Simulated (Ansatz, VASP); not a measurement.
**Two plane-wave programs on MgBeS3**

```
CELL_PARAMETERS angstrom
3.74591 0.00000 0.00000
-1.87296 3.24406 0.00000
0.00000 0.00000 7.45882
ATOMIC_POSITIONS crystal
Mg 0.66667 0.33333 0.20897
Be 0.33333 0.66667 0.64499
S 0.33333 0.66667 0.37918
S 0.00000 0.00000 0.02011
S 0.00000 0.00000 0.73675
```

Alike in both runs: functional PBE; k mesh 12 × 12 × 4; occupations gaussian, width 0.02 eV; no spin polarisation.

Ansatz relaxed the structure, and its values are those at the end. VASP's run is a single point on that final structure, the one shown.

```csv
,VASP,Ansatz
version,VASP 6.6.1,Ansatz 0.2.0
potentials or method,"VASP PAW PBE potentials, release 64 (Mg, Be, S)","scalar-relativistic, plane waves, PAW"
plane-wave cutoff (eV),520,420
valence electrons in the cell,22,30
```

|  | VASP | Ansatz | Ansatz less VASP |
| --- | --- | --- | --- |
| gap on the k mesh at the Fermi level (eV) | 1.46 | 1.44 | -0.023 |
| least direct gap on the mesh (eV) | 1.46 | 1.44 | -0.023 |
| pressure (GPa) | -0.2 | 0.0 | +0.21 |
| rms of the force components (eV/Å) | 0.030 | 0.002 | -0.0287 |

The two sets of potentials don't hold the same shells in valence.

A k mesh can miss the band edges.
